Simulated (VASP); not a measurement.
Space group F-43m (No. 216); a = 4.5746 Å, b = 4.5746 Å, c = 4.5746 Å, α = 90.00°, β = 90.00°, γ = 90.00°

```
atom  site  symmetry       x       y       z
----  ----  --------  ------  ------  ------
Ga      4a      -43m  0.0000  0.0000  0.0000
N       4d      -43m  0.7500  0.7500  0.7500
```
(The calculation used a cell of 2 atoms; values per cell refer to that cell.)

Calculation: revPBE GGA, VASP's PBE PAW potentials (set 64) (plane waves; VASP). Numerical set-up: 520 eV cut-off, 10×10×10 Γ-centred mesh, Gaussian smearing of 0.050 eV, potentials Ga_d N.

Problem. Give the energy at these volumes per atom, relative to the lowest: 11.24, 11.59, 11.95, 12.31, 12.67 Å³.

Solution. 25.2, 6.2, 0.0, 4.7, 18.8 meV/atom. A third-order Birch-Murnaghan fit gives B0 = 161 GPa and B0′ = 4.5.

Measured: a 4.500 Å at 300 K (computed value off by +1.7 %), as given by I. Vurgaftman et al., Journal of Applied Physics (2001), doi:10.1063/1.1368156. The calculation is for a static lattice, while the measured a holds thermal and zero-point effects, which are part of the difference.

The compound is GaN in the zinc blende structure, a metastable form; wurtzite is the usual one. It was relaxed first.
